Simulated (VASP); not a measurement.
A convergence study with VASP on Rh (fcc): one setting is varied, all else stays as given below, so the limit is that of these other settings.

```
CELL_PARAMETERS angstrom
      0.00000     1.90000     1.90000
      1.90000     0.00000     1.90000
      1.90000     1.90000     0.00000
ATOMIC_POSITIONS crystal
  Rh 0.00000 0.00000 0.00000
```

All values below come from PBE GGA, VASP's PBE PAW potentials (set 64) (plane waves; VASP). The tightest run used: 550 eV cut-off, 26×26×26 Γ-centred mesh, first-order Methfessel-Paxton smearing of 0.10 eV, potentials Rh_pv.

Problem. The settings run are 1×1×1 mesh; 2×2×2 mesh; 3×3×3 mesh; 4×4×4 mesh; 5×5×5 mesh; 6×6×6 mesh; 8×8×8 mesh; 9×9×9 mesh; 10×10×10 mesh; 11×11×11 mesh; 12×12×12 mesh; 13×13×13 mesh; 14×14×14 mesh; 15×15×15 mesh; 16×16×16 mesh; 17×17×17 mesh; 18×18×18 mesh; 19×19×19 mesh; 21×21×21 mesh; 22×22×22 mesh; 23×23×23 mesh; 24×24×24 mesh; 25×25×25 mesh; 26×26×26 mesh. From which on does the stress (every component) stay within 0.2 GPa of the tightest run?

Solution. From 12×12×12 mesh on: it is off by 0.18 there and by no more than 0.2 in any finer run, while 11×11×11 mesh is off by 0.40.
| setting | E (eV/atom) | pressure (GPa) | irreducible k-points | difference judged (GPa) |
|---|---|---|---|---|
| 1×1×1 mesh | -12.2345 | 42.78 | 1 | 36.48 |
| 2×2×2 mesh | -3.4395 | 63.60 | 3 | 57.30 |
| 3×3×3 mesh | -5.8045 | 30.62 | 4 | 24.32 |
| 4×4×4 mesh | -7.6915 | -0.68 | 8 | 6.98 |
| 5×5×5 mesh | -7.1019 | 8.83 | 10 | 2.53 |
| 6×6×6 mesh | -7.1677 | 7.80 | 16 | 1.50 |
| 8×8×8 mesh | -7.2195 | 7.10 | 29 | 0.79 |
| 9×9×9 mesh | -7.2436 | 6.39 | 35 | 0.09 |
| 10×10×10 mesh | -7.2598 | 6.22 | 47 | 0.08 |
| 11×11×11 mesh | -7.2407 | 6.70 | 56 | 0.40 |
| 12×12×12 mesh | -7.2548 | 6.12 | 72 | 0.18 |
| 13×13×13 mesh | -7.2526 | 6.37 | 84 | 0.07 |
| 14×14×14 mesh | -7.2513 | 6.41 | 104 | 0.11 |
| 15×15×15 mesh | -7.2516 | 6.26 | 120 | 0.04 |
| 16×16×16 mesh | -7.2507 | 6.39 | 145 | 0.08 |
| 17×17×17 mesh | -7.2548 | 6.27 | 165 | 0.04 |
| 18×18×18 mesh | -7.2514 | 6.29 | 195 | 0.01 |
| 19×19×19 mesh | -7.2515 | 6.30 | 220 | 0.00 |
| 21×21×21 mesh | -7.2520 | 6.27 | 286 | 0.04 |
| 22×22×22 mesh | -7.2514 | 6.31 | 328 | 0.00 |
| 23×23×23 mesh | -7.2518 | 6.32 | 364 | 0.02 |
| 24×24×24 mesh | -7.2527 | 6.25 | 413 | 0.05 |
| 25×25×25 mesh | -7.2511 | 6.32 | 455 | 0.02 |
| 26×26×26 mesh | -7.2516 | 6.30 | 511 | 0.00 |

Left out are rungs that failed or repeat a setting and relaxations that didn't move; long series are thinned to 24 rows.

The compound is Rh in the fcc structure. The cell was not relaxed at this level.
